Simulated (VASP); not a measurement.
All values below come from r2SCAN+rVV10, VASP's PBE PAW potentials (set 64) (plane waves; VASP).

VASP ran on this input.

KPOINTS:
```
Automatic mesh
0
Gamma
14 14 8
0 0 0
```

**POSCAR**
```
Tl
1
    1.7405192425    -3.0146678644     0.0000000000
    1.7405192425     3.0146678644     0.0000000000
    0.0000000000     0.0000000000     5.5675104743
Tl
2
Direct
  0.3333330000   0.6666670000   0.2500000000
  0.6666670000   0.3333330000   0.7500000000
```

**INCAR**
```
SYSTEM = Tl
PREC = Accurate
ENCUT = 520
EDIFF = 1E-7
NELM = 100
ALGO = Normal
LREAL = .FALSE.
LASPH = .TRUE.
ISMEAR = -5
METAGGA = R2SCAN
LUSE_VDW = .TRUE.
BPARAM = 11.95
CPARAM = 0.0093
LMIXTAU = .TRUE.
LMAXMIX = 4
LWAVE = .FALSE.
LCHARG = .FALSE.
LORBIT = 11
NEDOS = 601
ISIF = 2
```

KPOINTS_OPT:
```
k-points along high-symmetry lines
6
Line-mode
Reciprocal
  0.000000   0.000000   0.000000 ! GAMMA
 -0.000000   0.500000   0.000000 ! M

 -0.000000   0.500000   0.000000 ! M
 -0.333333   0.666667   0.000000 ! K

 -0.333333   0.666667   0.000000 ! K
  0.000000   0.000000   0.000000 ! GAMMA

  0.000000   0.000000   0.000000 ! GAMMA
  0.000000   0.000000   0.500000 ! A

  0.000000   0.000000   0.500000 ! A
 -0.000000   0.500000   0.500000 ! L

 -0.000000   0.500000   0.500000 ! L
 -0.333333   0.666667   0.500000 ! H

 -0.333333   0.666667   0.500000 ! H
  0.000000   0.000000   0.500000 ! A

 -0.000000   0.500000   0.500000 ! L
 -0.000000   0.500000   0.000000 ! M

 -0.333333   0.666667   0.500000 ! H
 -0.333333   0.666667   0.000000 ! K
```

POTCAR, in this order: Tl_d (PBE.64 set). Program: vasp_std.

The run wrote:

### OSZICAR
```
       N       E                     dE             d eps       ncg     rms          rms(c)
DAV:   1     0.216966442876E+02    0.21697E+02   -0.14753E+04  4088   0.148E+03
DAV:   2    -0.111010231560E+03   -0.13271E+03   -0.13136E+03  4316   0.303E+02
DAV:   3    -0.113200230704E+03   -0.21900E+01   -0.21777E+01  4886   0.350E+01
DAV:   4    -0.113214971372E+03   -0.14741E-01   -0.14754E-01  4548   0.280E+00
DAV:   5    -0.113215170026E+03   -0.19865E-03   -0.19890E-03  4748   0.331E-01    0.280E+00
DAV:   6    -0.107623987849E+03    0.55912E+01   -0.24140E+00  4114   0.167E+01    0.350E+00
DAV:   7    -0.105796967837E+03    0.18270E+01   -0.22692E-01  4147   0.585E+00    0.298E+00
DAV:   8    -0.108022550412E+03   -0.22256E+01   -0.59448E-01  4112   0.738E+00    0.201E+00
DAV:   9    -0.105609800116E+03    0.24128E+01   -0.24596E-01  4106   0.465E+00    0.802E-01
DAV:  10    -0.105624509898E+03   -0.14710E-01   -0.16699E-02  4339   0.961E-01    0.624E-01
DAV:  11    -0.105600546395E+03    0.23964E-01   -0.10316E-02  4230   0.801E-01    0.581E-01
DAV:  12    -0.105593452091E+03    0.70943E-02   -0.13165E-03  4400   0.235E-01    0.389E-01
DAV:  13    -0.105628483592E+03   -0.35032E-01   -0.24040E-02  4197   0.130E+00    0.969E-02
DAV:  14    -0.105626751473E+03    0.17321E-02   -0.17119E-03  4158   0.302E-01    0.121E-01
DAV:  15    -0.105628120857E+03   -0.13694E-02   -0.48645E-04  4289   0.191E-01    0.100E-01
DAV:  16    -0.105628240561E+03   -0.11970E-03   -0.26090E-05  4444   0.439E-02    0.856E-02
DAV:  17    -0.105628541005E+03   -0.30044E-03   -0.25741E-04  4208   0.142E-01    0.666E-02
DAV:  18    -0.105628545778E+03   -0.47734E-05   -0.46890E-05  4144   0.616E-02    0.397E-02
DAV:  19    -0.105628554645E+03   -0.88665E-05   -0.30561E-05  4188   0.482E-02    0.129E-02
DAV:  20    -0.105628554219E+03    0.42552E-06   -0.20492E-06  4367   0.970E-03    0.216E-03
DAV:  21    -0.105628554114E+03    0.10513E-06   -0.16259E-07  3338   0.332E-03    0.295E-03
DAV:  22    -0.105628554484E+03   -0.36975E-06   -0.49530E-07  3851   0.672E-03    0.121E-03
DAV:  23    -0.105628554251E+03    0.23280E-06   -0.42669E-07  3205   0.495E-03    0.278E-04
DAV:  24    -0.105628554335E+03   -0.83312E-07   -0.19144E-08  2082   0.120E-03
   1 F= -.10562855E+03 E0= -.10562855E+03  d E =0.000000E+00
       N       E                     dE             ncg
```

**OUTCAR**
```
------------------------ aborting loop because EDIFF is reached ----------------------------------------
  FORCE on cell =-STRESS in cart. coord.  units (eV):
  Direction    XX          YY          ZZ          XY          YZ          ZX
  --------------------------------------------------------------------------------------
  Total        0.0632067      0.0632067     -0.1075981      0.0000000      0.0000000      0.0000000
  in kB        1.7332622      1.7332623     -2.9505688      0.0000000      0.0000000      0.0000000
  external PRESSURE =       0.1719852 kB  Pullay stress =       0.0000000 kB
  volume of cell :       58.43
      direct lattice vectors                 reciprocal lattice vectors
     1.740519243 -3.014667864  0.000000000     0.287270596 -0.165855750  0.000000000
     1.740519243  3.014667864  0.000000000     0.287270596  0.165855750  0.000000000
     0.000000000  0.000000000  5.567510474     0.000000000  0.000000000  0.179613492
 POSITION                                       TOTAL-FORCE (eV/Angst)
 -----------------------------------------------------------------------------------
      1.74052      1.00489      1.39188        -0.000000      0.000000      0.000000
      1.74052     -1.00489      4.17563         0.000000     -0.000000      0.000000
 -----------------------------------------------------------------------------------
    total drift:                               -0.000000      0.000463      0.000008
  FREE ENERGIE OF THE ION-ELECTRON SYSTEM (eV)
  ---------------------------------------------------
  free  energy   TOTEN  =      -105.6285543346 eV

  energy  without entropy=     -105.6285543346  energy(sigma->0) =     -105.62855433

 total charge

# of ion       s       p       d       tot
------------------------------------------
    1        1.188   0.391   9.623  11.202
    2        1.188   0.391   9.623  11.202
--------------------------------------------------
tot          2.376   0.782  19.246  22.404
```
(Selected blocks of OUTCAR.)

For a metal the tetrahedron method with Blöchl corrections gives inexact stress and forces.

The compound is Tl in the hcp structure. It was relaxed first.
